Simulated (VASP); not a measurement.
Calculation: PBEsol GGA, VASP's PBE PAW potentials (set 64) (plane waves; VASP).

VASP ran on this input.

File KPOINTS:
```
K-points
0
Gamma
 10 10 4
```

File POSCAR:
```
C
1
    1.2307166181    -2.1316632181     0.0000000000
    1.2307166181     2.1316632181     0.0000000000
    0.0000000000     0.0000000000     7.1929605768
C
4
Direct
  0.0000000000   0.0000000000   0.2500000000
  0.0000000000   0.0000000000   0.7500000000
  0.3333330000   0.6666670000   0.2500000000
  0.6666670000   0.3333330000   0.7500000000
```

### INCAR
```
! general
SYSTEM =C
PREC   =Accurate
ENCUT  =600
LREAL  =F
LASPH  =T

! electronic loop
EDIFF  =1E-7
NELM   =100
ALGO   =Normal

! smearing
ISMEAR =0
SIGMA  =0.05

! functional
GGA    =PS

! ions
IBRION =2
NSW    =40
ISIF   =3
EDIFFG =-0.01
PSTRESS=200

! output
LWAVE  =F
LCHARG =F
```

POTCAR, in this order: C (PBE.64 set). Program: vasp_std.

Output

OUTCAR:
```
 ion  position               nearest neighbor table
   1  0.000  0.000  0.250-   3 1.42   3 1.42   3 1.42
   2  0.000  0.000  0.750-   4 1.42   4 1.42   4 1.42
   3  0.333  0.667  0.250-   1 1.42   1 1.42   1 1.42
   4  0.667  0.333  0.750-   2 1.42   2 1.42   2 1.42
  LATTYP: Found a hexagonal cell.
 ALAT       =     2.4614328082
 C/A-ratio  =     2.9222656628
 Subroutine PRICEL returns:
 Original cell was already a primitive cell.
 Subroutine GETGRP returns: Found 24 space group operations
The static configuration has the point symmetry D_3d.
 The point group associated with its full space group is D_6h.
The dynamic configuration has the point symmetry D_3d.
 Subroutine INISYM returns: Found 24 space group operations
 Subroutine IBZKPT returns following result:
 Found     42 irreducible k-points:

 Following reciprocal coordinates:
            Coordinates               Weight
  0.000000  0.000000  0.000000      1.000000
  0.100000  0.000000  0.000000      6.000000
  0.200000  0.000000  0.000000      6.000000
  0.300000  0.000000  0.000000      6.000000
  0.400000  0.000000  0.000000      6.000000
...
```

**OSZICAR**
```
...
DAV:   5    -0.375011198574E+02    0.36569E-03   -0.50808E-04  1188   0.230E-01    0.245E-02
DAV:   6    -0.375011208797E+02   -0.10223E-05   -0.23200E-05  1236   0.393E-02    0.123E-02
DAV:   7    -0.375011218766E+02   -0.99691E-06   -0.20122E-06  1236   0.116E-02    0.364E-03
DAV:   8    -0.375011223221E+02   -0.44554E-06   -0.41671E-07  1192   0.545E-03    0.172E-03
DAV:   9    -0.375011223408E+02   -0.18695E-07   -0.83160E-08   852   0.244E-03
   2 F= -.33568377E+02 E0= -.33568377E+02  d E =0.317460E+00
       N       E                     dE             d eps       ncg     rms          rms(c)
DAV:   1    -0.386204670907E+02   -0.11193E+01   -0.73171E+00  1100   0.273E+01    0.252E+00
DAV:   2    -0.385073747208E+02    0.11309E+00   -0.18146E-01  1136   0.335E+00    0.143E+00
DAV:   3    -0.384635144922E+02    0.43860E-01   -0.13881E-01  1088   0.266E+00    0.228E-01
DAV:   4    -0.384632812752E+02    0.23322E-03   -0.31601E-03  1160   0.440E-01    0.129E-01
DAV:   5    -0.384631830146E+02    0.98261E-04   -0.15702E-04  1220   0.133E-01    0.229E-02
DAV:   6    -0.384631873625E+02   -0.43479E-05   -0.75170E-06  1180   0.243E-02    0.443E-03
DAV:   7    -0.384631878855E+02   -0.52302E-06   -0.89481E-07  1200   0.789E-03    0.129E-03
DAV:   8    -0.384631880022E+02   -0.11669E-06   -0.70840E-08   940   0.231E-03    0.112E-03
DAV:   9    -0.384631880223E+02   -0.20081E-07   -0.30487E-08   764   0.148E-03
   3 F= -.34054876E+02 E0= -.34054876E+02  d E =-.169039E+00
       N       E                     dE             d eps       ncg     rms          rms(c)
DAV:   1    -0.391288489349E+02   -0.66566E+00   -0.23459E+01  1008   0.417E+01    0.333E+00
DAV:   2    -0.386613810030E+02    0.46747E+00   -0.63578E-01  1088   0.633E+00    0.174E+00
DAV:   3    -0.384790430731E+02    0.18234E+00   -0.56806E-01  1152   0.538E+00    0.451E-01
DAV:   4    -0.384794310284E+02   -0.38796E-03   -0.16215E-02  1136   0.963E-01    0.184E-01
DAV:   5    -0.384790760232E+02    0.35501E-03   -0.10860E-03  1212   0.291E-01    0.160E-02
DAV:   6    -0.384790912796E+02   -0.15256E-04   -0.32566E-05  1204   0.427E-02    0.136E-02
DAV:   7    -0.384791032638E+02   -0.11984E-04   -0.17431E-05  1168   0.347E-02    0.410E-03
DAV:   8    -0.384791028369E+02    0.42688E-06   -0.11919E-06  1212   0.819E-03    0.131E-03
DAV:   9    -0.384791029421E+02   -0.10523E-06   -0.59749E-08   816   0.215E-03    0.292E-04
DAV:  10    -0.384791029711E+02   -0.28966E-07   -0.71461E-09   724   0.851E-04
   4 F= -.34332148E+02 E0= -.34332148E+02  d E =-.277272E+00
       N       E                     dE             d eps       ncg     rms          rms(c)
DAV:   1    -0.436928574300E+02   -0.52138E+01   -0.27236E+02  1008   0.155E+02    0.117E+01
DAV:   2    -0.396961511124E+02    0.39967E+01   -0.70374E+00  1148   0.228E+01    0.603E+00
DAV:   3    -0.380261761642E+02    0.16700E+01   -0.50573E+00  1172   0.167E+01    0.148E+00
DAV:   4    -0.380281021486E+02   -0.19260E-02   -0.17114E-01  1196   0.294E+00    0.411E-01
DAV:   5    -0.380246455824E+02    0.34566E-02   -0.74703E-03  1212   0.722E-01    0.484E-02
DAV:   6    -0.380246526847E+02   -0.71023E-05   -0.45393E-04  1232   0.180E-01    0.437E-02
DAV:   7    -0.380246405881E+02    0.12097E-04   -0.46422E-05  1172   0.548E-02    0.475E-03
DAV:   8    -0.380246404186E+02    0.16950E-06   -0.10391E-06  1240   0.102E-02    0.930E-04
DAV:   9    -0.380246403943E+02    0.24272E-07   -0.24892E-08   748   0.151E-03
   5 F= -.34676409E+02 E0= -.34675996E+02  d E =-.621533E+00
       N       E                     dE             d eps       ncg     rms          rms(c)
DAV:   1    -0.393789404538E+02   -0.13543E+01   -0.37824E+01  1008   0.501E+01    0.404E+00
DAV:   2    -0.386441823843E+02    0.73476E+00   -0.87386E-01  1144   0.786E+00    0.223E+00
DAV:   3    -0.383426645287E+02    0.30152E+00   -0.10182E+00  1148   0.712E+00    0.629E-01
DAV:   4    -0.383424651008E+02    0.19943E-03   -0.16784E-02  1200   0.103E+00    0.556E-01
DAV:   5    -0.383397441124E+02    0.27210E-02   -0.29575E-03  1112   0.452E-01    0.221E-01
DAV:   6    -0.383391826864E+02    0.56143E-03   -0.13700E-03  1180   0.303E-01    0.572E-02
DAV:   7    -0.383392157676E+02   -0.33081E-04   -0.31235E-04  1252   0.143E-01    0.662E-02
DAV:   8    -0.383391881676E+02    0.27600E-04   -0.35683E-05  1140   0.483E-02    0.260E-02
DAV:   9    -0.383391796654E+02    0.85023E-05   -0.22432E-05  1148   0.381E-02    0.581E-03
DAV:  10    -0.383391800119E+02   -0.34657E-06   -0.38040E-07  1188   0.584E-03    0.327E-03
DAV:  11    -0.383391804351E+02   -0.42319E-06   -0.20665E-07   724   0.386E-03    0.711E-04
DAV:  12    -0.383391803542E+02    0.80950E-07   -0.32781E-08   552   0.161E-03
   6 F= -.34712653E+02 E0= -.34712653E+02  d E =-.657777E+00
       N       E                     dE             d eps       ncg     rms          rms(c)
DAV:   1    -0.383657226154E+02   -0.26542E-01   -0.40346E+00  1008   0.171E+01    0.137E+00
DAV:   2    -0.382914804341E+02    0.74242E-01   -0.95908E-02  1136   0.252E+00    0.723E-01
DAV:   3    -0.382627052918E+02    0.28775E-01   -0.87743E-02  1164   0.215E+00    0.179E-01
DAV:   4    -0.382626678979E+02    0.37394E-04   -0.13465E-03  1200   0.315E-01    0.135E-01
DAV:   5    -0.382625339497E+02    0.13395E-03   -0.24673E-04  1144   0.146E-01    0.787E-03
DAV:   6    -0.382625347514E+02   -0.80169E-06   -0.35644E-06  1216   0.181E-02    0.598E-03
DAV:   7    -0.382625364266E+02   -0.16752E-05   -0.14985E-06  1172   0.105E-02    0.248E-03
DAV:   8    -0.382625362545E+02    0.17206E-06   -0.30844E-07  1068   0.429E-03    0.920E-04
DAV:   9    -0.382625363355E+02   -0.80966E-07   -0.57161E-08   608   0.218E-03
   7 F= -.34729132E+02 E0= -.34729132E+02  d E =-.674256E+00
       N       E                     dE             d eps       ncg     rms          rms(c)
DAV:   1    -0.382489197770E+02    0.13616E-01   -0.15034E-01  1008   0.328E+00    0.263E-01
DAV:   2    -0.382461293772E+02    0.27904E-02   -0.35047E-03  1152   0.485E-01    0.140E-01
DAV:   3    -0.382450408940E+02    0.10885E-02   -0.33630E-03  1152   0.421E-01    0.353E-02
DAV:   4    -0.382450408196E+02    0.74408E-07   -0.48231E-05  1208   0.610E-02    0.302E-02
DAV:   5    -0.382450338001E+02    0.70195E-05   -0.13758E-05  1136   0.332E-02    0.299E-03
DAV:   6    -0.382450339365E+02   -0.13642E-06   -0.34348E-07  1156   0.532E-03    0.258E-03
DAV:   7    -0.382450342854E+02   -0.34889E-06   -0.13810E-07   704   0.315E-03    0.146E-03
DAV:   8    -0.382450343302E+02   -0.44825E-07   -0.50779E-08   580   0.182E-03
   8 F= -.34729401E+02 E0= -.34729401E+02  d E =-.674526E+00
       N       E                     dE             d eps       ncg     rms          rms(c)
DAV:   1    -0.382828909433E+02   -0.37857E-01   -0.67638E-02  1096   0.276E+00    0.241E-01
DAV:   2    -0.382820911875E+02    0.79976E-03   -0.12364E-03  1196   0.301E-01    0.137E-01
DAV:   3    -0.382817805225E+02    0.31066E-03   -0.74388E-04  1084   0.204E-01    0.182E-02
DAV:   4    -0.382817780736E+02    0.24489E-05   -0.96734E-06  1216   0.274E-02    0.128E-02
DAV:   5    -0.382817749605E+02    0.31130E-05   -0.14463E-06  1156   0.113E-02    0.140E-03
DAV:   6    -0.382817749214E+02    0.39177E-07   -0.35400E-08   716   0.160E-03
   9 F= -.34726571E+02 E0= -.34726571E+02  d E =0.283039E-02
       N       E                     dE             d eps       ncg     rms          rms(c)
DAV:   1    -0.382548923529E+02    0.26883E-01   -0.40699E-02  1096   0.215E+00    0.187E-01
DAV:   2    -0.382544178645E+02    0.47449E-03   -0.75555E-04  1196   0.235E-01    0.106E-01
DAV:   3    -0.382542397063E+02    0.17816E-03   -0.44325E-04  1076   0.158E-01    0.143E-02
DAV:   4    -0.382542388964E+02    0.80983E-06   -0.57780E-06  1220   0.213E-02    0.101E-02
DAV:   5    -0.382542388637E+02    0.32790E-07   -0.88323E-07  1164   0.881E-03
  10 F= -.34729667E+02 E0= -.34729667E+02  d E =-.265751E-03
```

File OUTCAR:
```
------------------------ aborting loop because EDIFF is reached ----------------------------------------
  FORCE on cell =-STRESS in cart. coord.  units (eV):
  Direction    XX          YY          ZZ          XY          YZ          ZX
  --------------------------------------------------------------------------------------
  Total        3.5135866      3.5135842      3.5538310      0.0000000     -0.0000000      0.0000000
  in kB      199.3766577    199.3765213    201.6603065      0.0000000     -0.0000000      0.0000000
  external PRESSURE =       0.1378285 kB  Pullay stress =     200.0000000 kB
  volume of cell :       28.23
      direct lattice vectors                 reciprocal lattice vectors
     1.213552612 -2.101934062 -0.000000000     0.412013451 -0.237876158 -0.000000000
     1.213552612  2.101934062  0.000000000     0.412013451  0.237876158  0.000000000
     0.000000000 -0.000000000  5.534510746    -0.000000000 -0.000000000  0.180684445
 POSITION                                       TOTAL-FORCE (eV/Angst)
 -----------------------------------------------------------------------------------
      0.00000     -0.00000      1.38363         0.000000     -0.000000     -0.000000
      0.00000     -0.00000      4.15088        -0.000000      0.000000     -0.000000
      1.21355      0.70065      1.38363        -0.000000     -0.000000      0.000000
      1.21355     -0.70065      4.15088         0.000000      0.000000      0.000000
 -----------------------------------------------------------------------------------
    total drift:                                0.000000     -0.000000      0.000000
  FREE ENERGIE OF THE ION-ELECTRON SYSTEM (eV)
  ---------------------------------------------------
  free  energy   TOTEN  =       -38.2542388637 eV

  energy  without entropy=      -38.2542383207  energy(sigma->0) =      -38.25423859
  enthalpy is  TOTEN    =       -34.7296672331 eV   P V=        3.5245716305

 reached required accuracy - stopping structural energy minimisation
```
(Selected blocks of OUTCAR.)

**CONTCAR**
```
C
   1.00000000000000
     1.2135526116578852   -2.1019340623273557   -0.0000000000000000
     1.2135526116578852    2.1019340623273557    0.0000000000000000
     0.0000000000000000   -0.0000000000000000    5.5345107456135620
  C
     4
Direct
     0.0000000000000000    0.0000000000000000    0.2500000000000000
     0.0000000000000000    0.0000000000000000    0.7500000000000000
     0.3333330000000032    0.6666669999999968    0.2500000000000000
     0.6666669999999968    0.3333330000000032    0.7500000000000000
```

Energy and stress use the plane-wave basis of the starting cell. Without a dispersion term in the relaxation, distances and binding between the weakly bound layers, chains or molecules are unreliable, and so is what depends on them.

The compound is C in the graphite structure. This run relaxes it under an external pressure of 20 GPa. Symmetry was kept, so distortions that lower it aren't found.
